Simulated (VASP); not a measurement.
Calculation: optB88-vdW, VASP's PBE PAW potentials (set 64) (plane waves; VASP 6.6.1).

A VASP calculation is set up with these files.

**INCAR**
```
# general
SYSTEM    =  AgCl
PREC      =  Accurate
ENCUT     =  520
LREAL     =  .FALSE.
LASPH     =  .TRUE.

# electronic loop
EDIFF     =  1E-7
NELM      =  100
ALGO      =  Normal
LMAXMIX   =  4

# smearing
ISMEAR    =  -5

# functional
GGA       =  BO
LUSE_VDW  =  .TRUE.
AGGAC     =  0.0
PARAM1    =  0.1833333333
PARAM2    =  0.22

# ions
ISIF      =  2

# output
LWAVE     =  .FALSE.
LCHARG    =  .TRUE.
LORBIT    =  11
NEDOS     =  601
```

**POSCAR**
```
AgCl
3.9287280
  0.0000000000   0.7071068098   0.7071068098
  0.7071068098   0.0000000000   0.7071068098
  0.7071068098   0.7071068098   0.0000000000
Ag Cl
1 1
direct
  0.0000000000   0.0000000000   1.0000000000
  0.5000000000   0.5000000000   0.5000000000
```

File KPOINTS:
```
Automatic mesh
0
Gamma
9 9 9
0 0 0
```

POTCAR, in this order: Ag Cl (PBE.64 set). Program: vasp_std.

What VASP printed:

**OSZICAR**
```
       N       E                     dE             d eps       ncg     rms          rms(c)
DAV:   1     0.108212520001E+03    0.10821E+03   -0.87331E+03   918   0.124E+03
DAV:   2     0.348779871955E+01   -0.10472E+03   -0.99171E+02  1095   0.254E+02
DAV:   3    -0.900412815722E+00   -0.43882E+01   -0.43734E+01  1080   0.565E+01
DAV:   4    -0.934725369543E+00   -0.34313E-01   -0.34309E-01  1045   0.559E+00
DAV:   5    -0.935249444799E+00   -0.52408E-03   -0.52407E-03  1075   0.690E-01    0.604E+00
DAV:   6    -0.737824862657E+00    0.19742E+00   -0.36037E-01   963   0.823E+00    0.392E+00
DAV:   7    -0.735171889346E+00    0.26530E-02   -0.11357E-01   935   0.274E+00    0.202E+00
DAV:   8    -0.734354598965E+00    0.81729E-03   -0.58786E-03   980   0.966E-01    0.283E-01
DAV:   9    -0.734358743104E+00   -0.41441E-05   -0.66221E-04  1025   0.406E-01    0.367E-02
DAV:  10    -0.734409345991E+00   -0.50603E-04   -0.10329E-04   955   0.108E-01    0.364E-02
DAV:  11    -0.734413384769E+00   -0.40388E-05   -0.39167E-06   970   0.251E-02    0.603E-03
DAV:  12    -0.734413464161E+00   -0.79393E-07   -0.35629E-07  1085   0.874E-03
   1 F= -.73441346E+00 E0= -.73441346E+00  d E =0.000000E+00
```

**OUTCAR**
```
------------------------ aborting loop because EDIFF is reached ----------------------------------------
  FORCE on cell =-STRESS in cart. coord.  units (eV):
  Direction    XX          YY          ZZ          XY          YZ          ZX
  --------------------------------------------------------------------------------------
  Total        0.0010995      0.0010995      0.0010995      0.0000000      0.0000000     -0.0000000
  in kB        0.0410816      0.0410816      0.0410816      0.0000000      0.0000000     -0.0000000
  external PRESSURE =       0.0410816 kB  Pullay stress =       0.0000000 kB
  volume of cell :       42.88
      direct lattice vectors                 reciprocal lattice vectors
     0.000000000  2.778030322  2.778030322    -0.179983637  0.179983637  0.179983637
     2.778030322  0.000000000  2.778030322     0.179983637 -0.179983637  0.179983637
     2.778030322  2.778030322  0.000000000     0.179983637  0.179983637 -0.179983637
  FREE ENERGIE OF THE ION-ELECTRON SYSTEM (eV)
  ---------------------------------------------------
  free  energy   TOTEN  =        -0.7344134642 eV

  energy  without entropy=       -0.7344134642  energy(sigma->0) =       -0.73441346

 total charge

# of ion       s       p       d       tot
------------------------------------------
    1        0.199   0.138   9.375   9.711
    2        1.616   3.473   0.000   5.089
--------------------------------------------------
tot          1.815   3.611   9.375  14.800
```
(Selected blocks of OUTCAR.)

**OUTCAR**
```
 val. band max:        3.5054023420   @ k =   0.4444   0.0000   0.0000

 cond. band min:       4.4422679583   @ k =   0.0000   0.0000   0.0000


 Fermi energy:         3.5433624021

 k-point     1 :       0.0000    0.0000    0.0000
  band No.  band energies     occupation
      1     -11.4991      2.00000
      2       1.1082      2.00000
      3       1.1082      2.00000
      4       1.1082      2.00000
      5       1.1596      2.00000
      6       1.1596      2.00000
      7       1.2954      2.00000
      8       1.2954      2.00000
      9       1.2954      2.00000
     10       4.4423      0.00000
     11      14.4865      0.00000
     12      14.4865      0.00000
     13      14.4865      0.00000

 k-point     2 :       0.1111    0.0000    0.0000
  band No.  band energies     occupation
      1     -11.4521      2.00000
      2       0.5611      2.00000
      3       0.5767      2.00000
      4       0.5767      2.00000
      5       1.1525      2.00000
      6       1.1525      2.00000
      7       1.3952      2.00000
      8       1.9291      2.00000
      9       1.9291      2.00000
     10       5.0240      0.00000
     11      13.2985      0.00000
     12      14.2168      0.00000
     13      14.2168      0.00000

 k-point     3 :       0.2222    0.0000    0.0000
  band No.  band energies     occupation
      1     -11.3290      2.00000
      2      -0.3442      2.00000
      3       0.0478      2.00000
      4       0.0478      2.00000
      5       1.2546      2.00000
      6       1.2546      2.00000
      7       1.5134      2.00000
      8       2.6081      2.00000
      9       2.6081      2.00000
     10       6.1776      0.00000
     11      11.7326      0.00000
     12      13.0771      0.00000
     13      13.0771      0.00000

 k-point     4 :       0.3333    0.0000    0.0000
  band No.  band energies     occupation
      1     -11.1812      2.00000
      2      -1.1178      2.00000
      3      -0.3274      2.00000
...
```

The compound is AgCl in the rock salt structure. It was relaxed first.
